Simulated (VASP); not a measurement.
Data:

```
AlCo
1.0
    2.89982     0.00000     0.00000
    0.00000     2.89982     0.00000
    0.00000     0.00000     2.89982
Al Co
1 1
Direct
  0.50000   0.50000   0.50000
  0.00000   0.00000   0.00000
```

These are optB88-vdW, VASP's PBE PAW potentials (set 64) (plane waves; VASP 6.6.1) values and carry that method's errors. Run with 520 eV cut-off, 13×13×13 Γ-centred mesh, first-order Methfessel-Paxton smearing of 0.10 eV, potentials Al Co.

Question: Give the stress tensor in GPa (positive for a compressed cell).

Answer: 
```
-9.26   0.00   0.00
 0.00  -9.26   0.00
 0.00   0.00  -9.26
```
The pressure is its mean diagonal, -9.26 GPa.

The compound is CoAl in the CsCl type structure. This cell is one point of a volume scan, at 1.06 of the reference volume. The run is not spin-polarised, so no magnetic state was tried.
